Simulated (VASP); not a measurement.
All values below come from optB86b-vdW, VASP's PBE PAW potentials (set 64) (plane waves; VASP).

Input for VASP

KPOINTS:
```
Automatic mesh
0
Gamma
7 7 7
0 0 0
```

### INCAR
```
SYSTEM = NaI
PREC = Accurate
ENCUT = 520
EDIFF = 1E-7
NELM = 100
ALGO = Normal
LREAL = .FALSE.
LASPH = .TRUE.
ISMEAR = 0
SIGMA = 0.05
GGA = MK
PARAM1 = 0.1234
PARAM2 = 1.0
LUSE_VDW = .TRUE.
AGGAC = 0.0
LMAXMIX = 4
LWAVE = .FALSE.
LCHARG = .FALSE.
ISIF = 2
```

POSCAR:
```
NaI
1
    0.0000000000     3.2481321905     3.2481321905
    3.2481321905     0.0000000000     3.2481321905
    3.2481321905     3.2481321905     0.0000000000
Na I
1 1
Direct
  0.0000000000   0.0000000000   0.0000000000
  0.5000000000   0.5000000000   0.5000000000
```

POTCAR, in this order: Na_pv I (PBE.64 set). Program: vasp_std.

What VASP printed:

OUTCAR:
```
 ion  position               nearest neighbor table
   1  0.000  0.000  0.000-
   2  0.500  0.500  0.500-
  LATTYP: Found a face centered cubic cell.
 ALAT       =     6.4962643810
 Subroutine PRICEL returns:
 Original cell was already a primitive cell.
 Subroutine GETGRP returns: Found 48 space group operations
The static configuration has the point symmetry O_h .
The dynamic configuration has the point symmetry O_h .
 Subroutine INISYM returns: Found 48 space group operations
 Subroutine IBZKPT returns following result:
 Found     20 irreducible k-points:

 Following reciprocal coordinates:
            Coordinates               Weight
  0.000000  0.000000  0.000000      1.000000
  0.142857  0.000000  0.000000      8.000000
  0.285714  0.000000  0.000000      8.000000
  0.428571  0.000000  0.000000      8.000000
  0.142857  0.142857  0.000000      6.000000
  0.285714  0.142857  0.000000     24.000000
  0.428571  0.142857  0.000000     24.000000
 -0.428571  0.142857  0.000000     24.000000
 -0.285714  0.142857  0.000000     24.000000
...
```

OSZICAR:
```
       N       E                     dE             d eps       ncg     rms          rms(c)
DAV:   1     0.805774280874E+02    0.80577E+02   -0.69398E+03   440   0.115E+03
DAV:   2     0.485503468983E+01   -0.75722E+02   -0.70412E+02   492   0.224E+02
DAV:   3    -0.127946374307E+01   -0.61345E+01   -0.61029E+01   539   0.677E+01
DAV:   4    -0.144712619083E+01   -0.16766E+00   -0.16758E+00   525   0.121E+01
DAV:   5    -0.145220586433E+01   -0.50797E-02   -0.50796E-02   543   0.207E+00    0.142E+00
DAV:   6    -0.139053261710E+01    0.61673E-01   -0.96212E-02   503   0.213E+00    0.949E-01
DAV:   7    -0.138457541144E+01    0.59572E-02   -0.73401E-02   509   0.173E+00    0.530E-01
DAV:   8    -0.138732600572E+01   -0.27506E-02   -0.56586E-03   452   0.804E-01    0.128E-01
DAV:   9    -0.138729032987E+01    0.35676E-04   -0.12534E-04   518   0.128E-01    0.433E-02
DAV:  10    -0.138730469736E+01   -0.14367E-04   -0.44346E-05   485   0.825E-02    0.691E-03
DAV:  11    -0.138730505407E+01   -0.35671E-06   -0.50260E-06   485   0.270E-02    0.187E-03
DAV:  12    -0.138730518099E+01   -0.12692E-06   -0.52496E-07   503   0.596E-03    0.117E-03
DAV:  13    -0.138730524724E+01   -0.66246E-07   -0.85146E-09   307   0.115E-03
   1 F= -.13873052E+01 E0= -.13873052E+01  d E =-.127111E-10
```

File OUTCAR:
```
------------------------ aborting loop because EDIFF is reached ----------------------------------------
  FORCE on cell =-STRESS in cart. coord.  units (eV):
  Direction    XX          YY          ZZ          XY          YZ          ZX
  --------------------------------------------------------------------------------------
  Total       -0.2242880     -0.2242880     -0.2242880      0.0000000      0.0000000      0.0000000
  in kB       -5.2430675     -5.2430675     -5.2430675      0.0000000      0.0000000      0.0000000
  external PRESSURE =      -5.2430675 kB  Pullay stress =       0.0000000 kB
  volume of cell :       68.54
      direct lattice vectors                 reciprocal lattice vectors
     0.000000000  3.248132190  3.248132190    -0.153934622  0.153934622  0.153934622
     3.248132190  0.000000000  3.248132190     0.153934622 -0.153934622  0.153934622
     3.248132190  3.248132190  0.000000000     0.153934622  0.153934622 -0.153934622
  FREE ENERGIE OF THE ION-ELECTRON SYSTEM (eV)
  ---------------------------------------------------
  free  energy   TOTEN  =        -1.3873052472 eV

  energy  without entropy=       -1.3873052472  energy(sigma->0) =       -1.38730525
```
(Selected blocks of OUTCAR.)

OUTCAR:
```
 val. band max:        0.6718844436   @ k =   0.0000   0.0000   0.0000

 cond. band min:       4.2924878945   @ k =   0.0000   0.0000   0.0000


 Fermi energy:         0.8767102688

 k-point     1 :       0.0000    0.0000    0.0000
  band No.  band energies     occupation
      1     -21.8350      2.00000
      2     -21.8350      2.00000
      3     -21.8350      2.00000
      4     -10.3389      2.00000
      5       0.6719      2.00000
      6       0.6719      2.00000
      7       0.6719      2.00000
      8       4.2925      0.00000
      9       8.5778      0.00000
     10       8.5778      0.00000
     11       8.5778      0.00000

 k-point     2 :       0.1429    0.0000    0.0000
  band No.  band energies     occupation
      1     -21.8360      2.00000
      2     -21.8351      2.00000
      3     -21.8351      2.00000
      4     -10.2853      2.00000
      5       0.1069      2.00000
      6       0.6159      2.00000
      7       0.6159      2.00000
      8       4.9306      0.00000
      9       8.1669      0.00000
     10       8.7515      0.00000
     11       8.7515      0.00000

 k-point     3 :       0.2857    0.0000    0.0000
  band No.  band energies     occupation
      1     -21.8380      2.00000
      2     -21.8352      2.00000
      3     -21.8352      2.00000
      4     -10.1594      2.00000
      5      -0.8120      2.00000
      6       0.4969      2.00000
      7       0.4969      2.00000
      8       5.6871      0.00000
      9       8.3247      0.00000
     10       8.5039      0.00000
     11       8.5039      0.00000

 k-point     4 :       0.4286    0.0000    0.0000
  band No.  band energies     occupation
      1     -21.8397      2.00000
      2     -21.8354      2.00000
      3     -21.8353      2.00000
      4     -10.0523      2.00000
      5      -1.3943      2.00000
      6       0.4075      2.00000
      7       0.4075      2.00000
      8       5.7641      0.00000
      9       8.1519      0.00000
...
```

Unless said otherwise, spin-orbit coupling is left out, though it shifts the bands of the heavy elements here.

The compound is NaI in the rock salt structure. This cell is one point of a volume scan, at 1.03 of the reference volume.
